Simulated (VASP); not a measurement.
Here is the system:

```yaml
crystal:
  lattice:
    - [-1.76292, 1.76292, 1.76292]
    - [1.76292, -1.76292, 1.76292]
    - [1.76292, 1.76292, -1.76292]
  atoms:
    - { symbol: Hf, position: [0.00000, 0.00000, 0.00000] }
```

All values below come from r2SCAN+rVV10, VASP's PBE PAW potentials (set 64) (plane waves; VASP). Run with 400 eV cut-off, 16×16×16 Γ-centred mesh, tetrahedra with Blöchl corrections, potentials Hf_pv.

### Question
Give the energies of bands 4 to 8 at the high-symmetry points, in eV from the Fermi level.

### Answer

```
band      Γ      H      N      P
----  -----  -----  -----  -----
4     -7.46  -2.80  -3.54  -0.71
5      1.79  -2.80  -0.42  -0.71
6      1.79   7.27   0.94  -0.71
7      1.79   7.27   4.57   5.76
8      4.68   7.27   5.59   5.76
```

It has no gap at this level: it comes out as a metal or semimetal.

The structure comes from a measured Hf entry (Im-3m) of the Crystallography Open Database, whose conditions weren't checked. It was relaxed first, which changed the volume by -7 %.
